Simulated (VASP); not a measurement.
Data:

```
CsCl
1.0
    4.12000     0.00000     0.00000
    0.00000     4.12000     0.00000
    0.00000     0.00000     4.12000
Cs Cl
1 1
Direct
  0.00000   0.00000   0.00000
  0.50000   0.50000   0.50000
```

All values below come from MS2 meta-GGA, VASP's PBE PAW potentials (set 64) (plane waves; VASP). Run with 520 eV cut-off, 6×6×6 Γ-centred mesh, Gaussian smearing of 0.050 eV, potentials Cs_sv Cl.

Problem. The ions, cell shape and volume are relaxed. Give the cell that the relaxation ends in.

Solution. 
```
CsCl
1.0
    4.14646     0.00000     0.00000
    0.00000     4.14646     0.00000
    0.00000     0.00000     4.14646
Cs Cl
1 1
Direct
  0.00000   0.00000   0.00000
  0.50000   0.50000   0.50000
```
Space group Pm-3m (221), at a tolerance of 0.03 Å.

Problem. How do energy and volume change from the first to the last step?

Solution. The energy (σ→0) changes by -0.7 meV/atom and the volume by +1.9 %, in 3 ionic steps.

The compound is CsCl in the CsCl type structure. This run relaxes it. Symmetry was kept, so distortions that lower it aren't found.
